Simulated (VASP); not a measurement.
Output of a VASP run:

### OSZICAR
```
       N       E                     dE             d eps       ncg     rms          rms(c)
DAV:   1     0.423303915942E+02    0.42330E+02   -0.59088E+03  2384   0.110E+03
DAV:   2    -0.387820603783E+01   -0.46209E+02   -0.42539E+02  2244   0.200E+02
DAV:   3    -0.425577660709E+01   -0.37757E+00   -0.37707E+00  2646   0.193E+01
DAV:   4    -0.425670123774E+01   -0.92463E-03   -0.92460E-03  2476   0.964E-01
DAV:   5    -0.425670667041E+01   -0.54327E-05   -0.54312E-05  2427   0.717E-02    0.107E+01
DAV:   6    -0.394345480925E+01    0.31325E+00   -0.97849E-01  2209   0.972E+00    0.649E+00
DAV:   7    -0.391738235143E+01    0.26072E-01   -0.10125E-01  2317   0.304E+00    0.294E+00
DAV:   8    -0.391413400908E+01    0.32483E-02   -0.27175E-03  2278   0.603E-01    0.307E-01
DAV:   9    -0.391411704185E+01    0.16967E-04   -0.14677E-05  2360   0.455E-02    0.148E-02
DAV:  10    -0.391412042728E+01   -0.33854E-05   -0.11671E-06  2468   0.108E-02    0.191E-03
DAV:  11    -0.391412045495E+01   -0.27676E-07   -0.43250E-08  1394   0.221E-03
   1 F= -.39141205E+01 E0= -.39140243E+01  d E =-.288442E-03
```

OUTCAR:
```
------------------------ aborting loop because EDIFF is reached ----------------------------------------
  FORCE on cell =-STRESS in cart. coord.  units (eV):
  Direction    XX          YY          ZZ          XY          YZ          ZX
  --------------------------------------------------------------------------------------
  Total        0.5879206      0.5879206      0.5879206      0.0000000      0.0000000     -0.0000000
  in kB       57.1922338     57.1922338     57.1922338      0.0000000      0.0000000     -0.0000000
  external PRESSURE =      57.1922338 kB  Pullay stress =       0.0000000 kB
  volume of cell :       16.47
      direct lattice vectors                 reciprocal lattice vectors
     0.000000000  2.019392530  2.019392530    -0.247599212  0.247599212  0.247599212
     2.019392530  0.000000000  2.019392530     0.247599212 -0.247599212  0.247599212
     2.019392530  2.019392530  0.000000000     0.247599212  0.247599212 -0.247599212
 POSITION                                       TOTAL-FORCE (eV/Angst)
 -----------------------------------------------------------------------------------
      0.00000      0.00000      0.00000         0.000000      0.000000      0.000000
 -----------------------------------------------------------------------------------
    total drift:                               -0.000000      0.000000      0.000000
  FREE ENERGIE OF THE ION-ELECTRON SYSTEM (eV)
  ---------------------------------------------------
  free  energy   TOTEN  =        -3.9141204550 eV

  energy  without entropy=       -3.9138320130  energy(sigma->0) =       -3.91402431
```
(Selected blocks of OUTCAR.)

File POSCAR:
```
Au
1
    0.0000000000     2.0193925305     2.0193925305
    2.0193925305     0.0000000000     2.0193925305
    2.0193925305     2.0193925305     0.0000000000
Au
1
Direct
  0.0000000000   0.0000000000   0.0000000000
```

Problem. Reconstruct the remaining input files.

Solution. This is not unique; one that fits is the input of the run itself, PBEsol GGA, plane waves, VASP's PBE PAW potentials (set 64).

### KPOINTS
```
Automatic mesh
0
Gamma
15 15 15
0 0 0
```

### INCAR
```
ALGO = Normal
EDIFF = 1E-7
ENCUT = 520
GGA = PS
ISIF = 2
ISMEAR = 1
LASPH = T
LCHARG = F
LMAXMIX = 6
LREAL = F
LWAVE = F
NELM = 100
PREC = Accurate
SIGMA = 0.1
SYSTEM = Au
```

POTCAR, in this order: Au (PBE.64 set). Program: vasp_std.

The compound is Au in the fcc structure. This cell is one point of a volume scan, at 0.97 of the reference volume.
